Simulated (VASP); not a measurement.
Consider the following.

```
CELL_PARAMETERS angstrom
      0.00000     2.63482     2.63482
      2.63482     0.00000     2.63482
      2.63482     2.63482     0.00000
ATOMIC_POSITIONS crystal
  Cd 0.00000 0.00000 0.00000
  F  0.25000 0.25000 0.25000
  F  0.75000 0.75000 0.75000
```

These are r2SCAN+rVV10, VASP's PBE PAW potentials (set 64) (plane waves; VASP) values and carry that method's errors. Settings: 520 eV cut-off, 7×7×7 Γ-centred mesh, Gaussian smearing of 0.050 eV, potentials Cd F.

Give the stress tensor in GPa (positive for a compressed cell).

```
8.83  0.00  0.00
0.00  8.83  0.00
0.00  0.00  8.83
```
The pressure is its mean diagonal, 8.83 GPa.

The compound is CdF2 in the fluorite structure. This cell is one point of a volume scan, at 0.94 of the reference volume.
